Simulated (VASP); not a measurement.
Data:

```
KTaO3
1.0
    4.01488     0.00000     0.00000
    0.00000     4.01488     0.00000
    0.00000     0.00000     4.01488
K Ta O
1 1 3
Direct
  0.00000   0.00000   0.00000
  0.50000   0.50000   0.50000
  0.50000   0.00000   0.50000
  0.00000   0.50000   0.50000
  0.50000   0.50000   0.00000
```

The numbers are results of PBE GGA with D4 dispersion, VASP's PBE PAW potentials (set 64) (plane waves; VASP), not measurements. Settings: 520 eV cut-off, Gaussian smearing of 0.050 eV, potentials K_sv Ta_pv O.

Unless said otherwise, spin-orbit coupling is left out, though it shifts the bands of the heavy elements here.

### Question
Give the energies of bands 11 to 22 at the high-symmetry points, in eV from the valence-band maximum.

### Answer

```csv
band,Γ,X,M,R
11,-2.43,-5.37,-5.46,-5.49
12,-2.43,-2.50,-5.31,-5.30
13,-2.43,-2.50,-4.44,-5.30
14,-1.03,-2.31,-2.76,-3.84
15,-1.03,-2.31,-2.76,-3.84
16,-1.03,-2.09,-1.69,-3.84
17,-0.63,-1.47,-1.41,0.00
18,-0.63,-0.85,-1.41,0.00
19,-0.63,-0.85,-0.04,0.00
20,2.13,2.28,4.92,6.29
21,2.13,4.89,4.92,6.29
22,2.13,4.89,6.17,6.29
```

The gap is indirect, 2.13 eV, from the valence maximum at R to the conduction minimum at Γ.

Measured: gap 3.64 eV (computed value off by -1.51 eV), as given by Burak Himmetoglu et al., Journal of Physics Condensed Matter (2016), arXiv:1601.06205.

The compound is KTaO3 in the cubic perovskite structure. It was relaxed first.
